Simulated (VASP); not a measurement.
Computed with AM05 GGA, VASP's PBE PAW potentials (set 64) (plane waves; VASP 6.6.1).

Input for VASP

**KPOINTS**
```
Automatic mesh
0
Gamma
  14 14 14
```

**POSCAR**
```
Nb
1
   -1.6500000000     1.6500000000     1.6500000000
    1.6500000000    -1.6500000000     1.6500000000
    1.6500000000     1.6500000000    -1.6500000000
Nb
1
Direct
  0.0000000000   0.0000000000   0.0000000000
```

### INCAR
```
LREAL = .FALSE.
ALGO = Normal
IBRION = 2   # conjugate gradients
LWAVE = .FALSE.
LASPH = .TRUE.
ISIF = 3
EDIFFG = -0.01   # ionic stop
PREC = Accurate
ENCUT = 520
SIGMA = 0.1   # width (eV)
EDIFF = 1E-6   # SCF stop (eV)
NELM = 100   # most electronic steps
LCHARG = .FALSE.
LMAXMIX = 4   # l cut-off of mixed one-centre charges
GGA = AM
NSW = 60   # most ionic steps
SYSTEM = Nb
ISMEAR = 1   # Methfessel-Paxton
```

POTCAR, in this order: Nb_sv (PBE.64 set). Program: vasp_std.

Task: What will the output report for the number of irreducible k-points (NKPTS), largest plane-wave count, number of space-group operations, FFT grid (NGX, NGY, NGZ)?

Result: 
The number of irreducible k-points (NKPTS) is 104 and the largest plane-wave count comes out as 496. The number of space-group operations is 48 and the FFT grid (NGX, NGY, NGZ) is 24 × 24 × 24.

The compound is Nb in the bcc structure. This run relaxes it. Symmetry was kept, so distortions that lower it aren't found.
